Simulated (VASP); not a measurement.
Here is the system:

```yaml
crystal:
  lattice:
    - [0.00000, 2.26000, 2.26000]
    - [2.26000, 0.00000, 2.26000]
    - [2.26000, 2.26000, 0.00000]
  atoms:
    - { symbol: Ga, position: [0.00000, 0.00000, 0.00000] }
    - { symbol: N, position: [0.25000, 0.25000, 0.25000] }
```

Calculation: optB86b-vdW, VASP's PBE PAW potentials (set 64) (plane waves; VASP). Numerical set-up: 520 eV cut-off, Gaussian smearing of 0.050 eV, potentials Ga_d N.

Question: Estimate the band gap (along the path) with the smallest direct gap where there is one.

Answer: 
- band gap (along the path) = 1.68 eV
- smallest direct gap (along the path) = 1.68 eV

Only differences to runs with the same potentials and settings are physical.

The compound is GaN in the zinc blende structure, a metastable form; wurtzite is the usual one. The cell was not relaxed at this level.
